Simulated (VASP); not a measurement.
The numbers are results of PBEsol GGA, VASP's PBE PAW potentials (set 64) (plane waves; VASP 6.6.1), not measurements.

Input for VASP

**POSCAR**
```
SnSe
1
   -0.0000000000     3.3242506449     3.3242506449
    3.3242506449     0.0000000000     3.3242506449
    3.3242506449     3.3242506449     0.0000000000
Sn Se
1 1
Direct
  1.0000000000   1.0000000000   1.0000000000
  0.2500000000   0.2500000000   0.2500000000
```

**INCAR**
```
SYSTEM=SnSe
PREC=Accurate; ENCUT=400; LREAL=.FALSE.
LASPH=.TRUE.
EDIFF=1E-6; NELM=100; ALGO=Normal
LMAXMIX=4
ISMEAR=0; SIGMA=0.05
GGA=PS
IBRION=2; NSW=60; ISIF=3
EDIFFG=-0.01
LWAVE=.FALSE.; LCHARG=.FALSE.
```

File KPOINTS:
```
Automatic mesh
0
Gamma
6 6 6
0 0 0
```

POTCAR, in this order: Sn_d Se (PBE.64 set). Program: vasp_std.

Unless said otherwise, spin-orbit coupling is left out, though it shifts the bands of the heavy elements here.

### Question
Predict the energy per atom (σ→0), volume per atom, band gap (on the k-mesh).

### Answer

```json
{
 "energy per atom (σ→0)": "-4.159 eV/atom",
 "band gap (on the k-mesh)": "none (metal, semimetal or under 0.01 eV)",
 "volume_per_atom": "36.82 Å³/atom"
}
```

### OSZICAR
```
...
       N       E                     dE             d eps       ncg     rms          rms(c)
DAV:   1    -0.831876787487E+01   -0.92706E-03   -0.19359E-02   550   0.226E+00    0.164E-01
DAV:   2    -0.831804753837E+01    0.72034E-03   -0.13637E-03   556   0.573E-01    0.676E-02
DAV:   3    -0.831789576199E+01    0.15178E-03   -0.43321E-04   538   0.336E-01    0.130E-02
DAV:   4    -0.831788620060E+01    0.95614E-05   -0.18567E-05   660   0.394E-02    0.422E-03
DAV:   5    -0.831788413760E+01    0.20630E-05   -0.62813E-07   236   0.922E-03    0.156E-03
DAV:   6    -0.831788378568E+01    0.35192E-06   -0.26739E-07   242   0.569E-03
   2 F= -.83178838E+01 E0= -.83172065E+01  d E =-.423660E-04
```

The structure was generated: SnSe was put into the zinc blende type (F-43m), which need not be its known phase. This run relaxes it. Symmetry was kept, so distortions that lower it aren't found. The start is the result of an earlier pass.
